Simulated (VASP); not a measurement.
Consider the following.

```
KTaO3
1.0
    3.95559     0.00000     0.00000
    0.00000     3.95559     0.00000
    0.00000     0.00000     3.95559
K Ta O
1 1 3
Direct
  0.00000   0.00000   0.00000
  0.50000   0.50000   0.50000
  0.50000   0.00000   0.50000
  0.00000   0.50000   0.50000
  0.50000   0.50000   0.00000
```

Computed with r2SCAN meta-GGA, VASP's PBE PAW potentials (set 64) (plane waves; VASP 6.6.1). Run with 520 eV cut-off, 6×6×6 Γ-centred mesh, Gaussian smearing of 0.050 eV, potentials K_sv Ta_pv O.

Unless said otherwise, spin-orbit coupling is left out, though it shifts the bands of the heavy elements here.

Task: Predict the energy per atom (σ→0), pressure, band gap (on the k-mesh) with the smallest direct gap where there is one.

Result: 
```yaml
band gap (on the k-mesh): 2.66 eV
smallest direct gap (on the k-mesh): 3.30 eV
energy per atom (σ→0): -17.424 eV/atom
pressure: 6.83 GPa
```

The absolute energy has meaning only against runs of the same code, potentials and settings.

The compound is KTaO3 in the cubic perovskite structure. This cell is one point of a volume scan, at 0.97 of the reference volume.
